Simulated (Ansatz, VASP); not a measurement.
**Cross-check of AlFe between VASP and Ansatz**

Aim: how closely do two programs agree when they are given the same cell, functional and k mesh? The cell is taken from a series of VASP runs on this material, whose earlier steps may have relaxed, scaled or displaced it; both programs get it as it stands.

Program: Ansatz 0.2.0. Level of theory: plane waves, with VASP 6.6.1 beside it; relaxation of cell and atoms at PBEsol. Results are calculated unless marked as measured.

## 1. Starting point

It takes space group Pm-3m (No. 221, cubic). The conventional cell has a = 2.846 Å, b = 2.846 Å, c = 2.846 Å, α = 90.00°, β = 90.00°, γ = 90.00°. Nearest to Fe lie 8 Al at 2.46 Å. Nearest to Al lie 8 Fe at 2.46 Å. Farther neighbours are not listed.

## 2. VASP: relaxation of cell and atoms, PBEsol

The relaxed volume is the usual yardstick between codes: its relative difference is about their pressure difference at one cell divided by the bulk modulus.

Lines of VASP's logs that name or quote its potential files are left out, and so is its time.

INCAR

```
SYSTEM = AlFe
PREC = Accurate
ENCUT = 450
EDIFF = 1E-06
NELM = 100
ISMEAR = 1
SIGMA = 0.15
LREAL = .FALSE.
ALGO = Normal
GGA = PS
NBANDS = 12
ISPIN = 2
MAGMOM = 3 0
LMAXMIX = 4
LORBIT = 11
LWAVE = .FALSE.
LCHARG = .FALSE.
KPAR = 4
IBRION = 2
NSW = 50
ISIF = 3
EDIFFG = -0.006
```

POSCAR

```
AlFe
1.0
    2.8459696799      0.0000000000      0.0000000000
    0.0000000000      2.8459696799      0.0000000000
    0.0000000000      0.0000000000      2.8459696799
Fe Al
1 1
Direct
    0.5000000000      0.5000000000      0.5000000000
    0.0000000000      0.0000000000      0.0000000000
```

KPOINTS

```
Automatic mesh
0
Gamma
16 16 16
0 0 0
```

PAW data sets: Fe and Al (PBE family, release 64).

On the command line:

```
$ mpirun -np 4 vasp_std
```

Numbers of over 12 decimals in the logs are rounded to 6 here.

The program printed:

```text
[banner, memory and clock lines left out]
running    4 mpi-ranks, on    1 nodes
 distrk:  each k-point on    1 cores,    4 groups
 distr:  one band on    1 cores,    1 groups

 POSCAR found type information on POSCAR FeAl
 POSCAR found :  2 types and       2 ions
|                                                                             |
|               ----> ADVICE to this user running VASP <----                  |
|                                                                             |
|     You enforced a specific xc type in the INCAR file but a different       |
|     [... a line on the potential file left out ...]
|     I HOPE YOU KNOW WHAT YOU ARE DOING!                                     |
|                                                                             |

 LDA part: xc-table for (Slater+PW92), standard interpolation
 POSCAR, INCAR and KPOINTS ok, starting setup
 FFT: planning ... GRIDC
 FFT: planning ... GRID_SOFT
 FFT: planning ... GRID
 WAVECAR not read
 entering main loop
       N       E                     dE             d eps       ncg     rms          rms(c)
DAV:   1     0.289612736642E+02    0.28961E+02   -0.43189E+03  8088   0.840E+02
DAV:   2    -0.140700719385E+02   -0.43031E+02   -0.39490E+02  8056   0.156E+02
DAV:   3    -0.152951934449E+02   -0.12251E+01   -0.12047E+01  9756   0.321E+01
DAV:   4    -0.153135695135E+02   -0.18376E-01   -0.18367E-01  8936   0.349E+00
DAV:   5    -0.153141290681E+02   -0.55955E-03   -0.55954E-03  9772   0.681E-01    0.165E+01
DAV:   6    -0.171638233049E+02   -0.18497E+01   -0.52910E+01  8908   0.997E+01    0.173E+01
DAV:   7    -0.137916660991E+02    0.33722E+01   -0.29358E+01  8984   0.644E+01    0.291E+00
DAV:   8    -0.137470987876E+02    0.44567E-01   -0.22603E-01  9948   0.477E+00    0.161E+00
DAV:   9    -0.137303734849E+02    0.16725E-01   -0.37698E-02 10060   0.236E+00    0.880E-01
DAV:  10    -0.137278236563E+02    0.25498E-02   -0.13633E-03  9316   0.324E-01    0.242E-01
DAV:  11    -0.137277353292E+02    0.88327E-04   -0.24447E-04  9868   0.183E-01    0.122E-01
DAV:  12    -0.137277386494E+02   -0.33202E-05   -0.37917E-05  9616   0.675E-02    0.417E-02
DAV:  13    -0.137277240716E+02    0.14578E-04   -0.69895E-06  9028   0.341E-02    0.127E-02
DAV:  14    -0.137277231202E+02    0.95142E-06   -0.45443E-07  4516   0.632E-03
   1 F= -.13727723E+02 E0= -.13728008E+02  d E =-.137277E+02  mag=     0.6804
 curvature:   0.00 expect dE= 0.000E+00 dE for cont linesearch  0.000E+00
 trial: gam= 0.00000 g(F)=  0.000E+00 g(S)=  0.136E-05 ort = 0.000E+00 (trialstep = 0.100E+01)
 search vector abs. value=  0.136E-05
 reached required accuracy - stopping structural energy minimisation
```

From OUTCAR (step 2):

```text
ion  position               nearest neighbor table
   1  0.500  0.500  0.500-   2 2.46   2 2.46   2 2.46   2 2.46   2 2.46   2 2.46   2 2.46   2 2.46

  LATTYP: Found a simple cubic cell.
 ALAT       =     2.8459696799

 Subroutine GETGRP returns: Found 48 space group operations
 (whereof 48 operations were pure point group operations)

The static configuration has the point symmetry O_h .

 Found    165 irreducible k-points:

   k-points           NKPTS =    165   k-points in BZ     NKDIM =    165   number of bands    NBANDS=     12

   dimension x,y,z NGX =    20 NGY =   20 NGZ =   20
   dimension x,y,z NGXF=    40 NGYF=   40 NGZF=   40

   ENCUT  =  450.0 eV  33.07 Ry    5.75 a.u.   4.92  4.92  4.92*2*pi/ulx,y,z

   NELECT =      11.0000    total number of electrons

 k-points in reciprocal lattice and weights: Automatic mesh
   0.00000000  0.00000000  0.00000000       0.000
   0.06250000  0.00000000  0.00000000       0.001
   0.12500000  0.00000000  0.00000000       0.001
   0.18750000  0.00000000  0.00000000       0.001
   0.25000000  0.00000000  0.00000000       0.001
   0.31250000  0.00000000  0.00000000       0.001
   0.37500000  0.00000000  0.00000000       0.001
   0.43750000  0.00000000  0.00000000       0.001
   0.50000000  0.00000000  0.00000000       0.001
[...]
0.50000000  0.50000000  0.43750000       0.001
   0.50000000  0.50000000  0.50000000       0.000

 average (electrostatic) potential at core
       1 -40.2240       2 -70.5966

 E-fermi :   8.2075

 spin component 1
 k-point     1 :       0.0000    0.0000    0.0000
  band No.  band energies     occupation
    ...
      2       5.5552      1.00000
      3       5.5552      1.00000
      4       7.8985      1.00655
      5       7.8985      1.00655
      6       7.8985      1.00655
      7      14.7389      0.00000
      8      14.7389      0.00000
      9      14.7389      0.00000
     10      17.6796      0.00000
     11      17.6796      0.00000
    ...

 k-point     2 :       0.0625    0.0000    0.0000
  band No.  band energies     occupation
    ...
      2       5.5511      1.00000
      3       5.5778      1.00000
      4       7.8522      1.00204
      5       7.8522      1.00204
      6       7.9034      1.00730
      7      14.0446      0.00000
      8      14.8477      0.00000
      9      14.8477      0.00000
     10      17.6594      0.00000
     11      18.3278      0.00000
    ...

 k-point     3 :       0.1250    0.0000    0.0000
  band No.  band energies     occupation
    ...
      2       5.5224      1.00000
      3       5.6429      1.00000
      4       7.7252      1.00003
      5       7.7252      1.00003
      6       7.9172      1.00979
      7      12.7712      0.00000
      8      15.1626      0.00000
      9      15.1626      0.00000
     10      17.5994      0.00000
     11      19.4462      0.00000
    ...

 k-point     4 :       0.1875    0.0000    0.0000
  band No.  band energies     occupation
    ...
      2       5.4170      1.00000
      3       5.7429      1.00000
      4       7.5473      1.00000
      5       7.5473      1.00000
      6       7.9380      1.01455
      7      11.5095      0.00000
      8      15.6556      0.00000
      9      15.6556      0.00000
     10      17.5033      0.00000
     11      20.4572      0.00000
    ...

 k-point     5 :       0.2500    0.0000    0.0000
  band No.  band energies     occupation
    ...
      2       5.1478      1.00000
      3       5.8648      1.00000
      4       7.3530      1.00000
      5       7.3530      1.00000
      6       7.9626      1.02156
      7      10.4640     -0.00000
      8      16.2946      0.00000
      9      16.2946      0.00000
     10      17.3793      0.00000
     11      21.2873      0.00000
    ...

 k-point     6 :       0.3125    0.0000    0.0000
  band No.  band energies     occupation
    ...
      2       4.6305      1.00000
      3       5.9914      1.00000
      4       7.1725      1.00000
      5       7.1725      1.00000
      6       7.9874      1.02906
      7       9.7440     -0.00000
      8      17.0512      0.00000
      9      17.0512      0.00000
     10      17.2426      0.00000
     11      22.0094      0.00000
    ...

  Total       -0.0043358     -0.0043358     -0.0043358      0.0000000     -0.0000000      0.0000000
  in kB       -0.3013614     -0.3013614     -0.3013614      0.0000000     -0.0000000      0.0000000
  external PRESSURE =      -0.3013614 kB  Pullay stress =       0.0000000 kB

  energy-cutoff  :      450.00
  volume of cell :       23.05
      direct lattice vectors                 reciprocal lattice vectors
     2.845969680  0.000000000  0.000000000     0.351374088  0.000000000  0.000000000
     0.000000000  2.845969680  0.000000000     0.000000000  0.351374088  0.000000000
     0.000000000  0.000000000  2.845969680     0.000000000  0.000000000  0.351374088

 POSITION                                       TOTAL-FORCE (eV/Angst)
 -----------------------------------------------------------------------------------
      1.42298      1.42298      1.42298         0.000000      0.000000      0.000000
      0.00000      0.00000      0.00000         0.000000      0.000000      0.000000
 -----------------------------------------------------------------------------------
    total drift:                               -0.000000      0.000000      0.000000

  FREE ENERGIE OF THE ION-ELECTRON SYSTEM (eV)
  ---------------------------------------------------
  free  energy   TOTEN  =       -13.7277231202 eV

  energy  without entropy=      -13.7285786497  energy(sigma->0) =      -13.72800830

 reached required accuracy - stopping structural energy minimisation

 total charge
# of ion       s       p       d       tot
------------------------------------------
    1        0.446   0.526   6.521   7.493
    2        0.403   0.450   0.000   0.853
--------------------------------------------------
tot          0.849   0.976   6.521   8.346

 magnetization (x)
# of ion       s       p       d       tot
------------------------------------------
    1       -0.000   0.007   0.707   0.713
    2       -0.007  -0.015   0.000  -0.022
--------------------------------------------------
tot         -0.007  -0.007   0.707   0.692

[... 6 further parts left out ...]
```

CONTCAR:

```
AlFe
   1.00000000000000
     2.8459696799000000    0.0000000000000000    0.0000000000000000
     0.0000000000000000    2.8459696799000000    0.0000000000000000
     0.0000000000000000    0.0000000000000000    2.8459696799000000
  Fe              Al
     1     1
Direct
     0.5000000000000000    0.5000000000000000    0.5000000000000000
     0.0000000000000000    0.0000000000000000    0.0000000000000000
```

The cell holds one magnetic atom, so no antiferromagnetic order fits into it. LASPH is off, so gradient terms of the non-spherical density inside the spheres are left out; for open d or f shells this can shift gaps and moments.

(Continued in part 2 of 2.)

[Lines on the potential files, build, host, timing and source positions are cut from VASP's logs without a mark.]

[Logs are printed without paths, hosts, clocks, repeated set-up lines and the standing remarks that a program may print on its own settings, such as how far it seeks lower states.]

[Hosts, paths, dates, database ids (printed as entryN), source tags and the programs' standing remarks are cut or masked in the printed files.]
